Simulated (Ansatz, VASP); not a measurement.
**SiSn2: VASP beside Ansatz**

```
CELL_PARAMETERS angstrom
3.43294 0.00000 0.00000
-1.71647 2.97301 0.00000
0.00000 0.00000 13.93164
ATOMIC_POSITIONS crystal
Si 0.33333 0.66667 0.75000
Si 0.66667 0.33333 0.25000
Sn 0.33333 0.66667 0.09628
Sn 0.33333 0.66667 0.40372
Sn 0.66667 0.33333 0.59628
Sn 0.66667 0.33333 0.90372
```

Alike in both runs: functional PBE; k mesh 6 × 6 × 1; occupations gaussian, width 0.1 eV; no spin polarisation.

Ansatz relaxed the structure, and its values are those at the end. VASP's run is a single point on that final structure, the one shown.

|  | VASP | Ansatz |
| --- | --- | --- |
| version | VASP 6.6.1 | Ansatz 0.2.0 |
| potentials or method | VASP PAW PBE potentials, release 64 (Si, Sn_d) | scalar-relativistic, plane waves, PAW |
| plane-wave cutoff (eV) | 520 | 420 |
| valence electrons in the cell | 64 | 64 |

|  | VASP | Ansatz | Ansatz less VASP |
| --- | --- | --- | --- |
| gap on the k mesh at the Fermi level (eV) | none | none | - |
| pressure (GPa) | -0.1 | 0.0 | +0.05 |

A gap of «none» marks a metal or a gap that the smearing closes.

Caveats: the k mesh is coarse (spacing up to 0.45 Å⁻¹), so the values aren't converged.
